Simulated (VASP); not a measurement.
Data:

```yaml
crystal:
  lattice:
    - [4.81428, 0.00000, 0.00000]
    - [0.00000, 4.81428, 0.00000]
    - [0.00000, 0.00000, 7.44055]
  atoms:
    - { symbol: Te, position: [0.98292, 0.98292, 0.50000] }
    - { symbol: Te, position: [0.51708, 0.48292, 0.75000] }
    - { symbol: Te, position: [0.01708, 0.01708, 0.00000] }
    - { symbol: Te, position: [0.48292, 0.51708, 0.25000] }
    - { symbol: O, position: [0.75030, 0.85889, 0.30658] }
    - { symbol: O, position: [0.64111, 0.25030, 0.55658] }
    - { symbol: O, position: [0.24970, 0.14111, 0.80658] }
    - { symbol: O, position: [0.35889, 0.74970, 0.05658] }
    - { symbol: O, position: [0.25030, 0.64111, 0.44342] }
    - { symbol: O, position: [0.14111, 0.24970, 0.19342] }
    - { symbol: O, position: [0.74970, 0.35889, 0.94342] }
    - { symbol: O, position: [0.85889, 0.75030, 0.69342] }
```

Method: PBEsol GGA, VASP's PBE PAW potentials (set 64) (plane waves; VASP). Run with 520 eV cut-off, 5×5×4 Γ-centred mesh, tetrahedra with Blöchl corrections, potentials Te O.

Problem. Estimate the energy per atom (σ→0).

Solution. 
```yaml
energy per atom (σ→0): -5.720 eV/atom
```

Only differences to runs with the same potentials and settings are physical.

The structure comes from a computed database's TeO2 entry (P4_12_12); how it stands against other phases isn't given here. It was relaxed first.
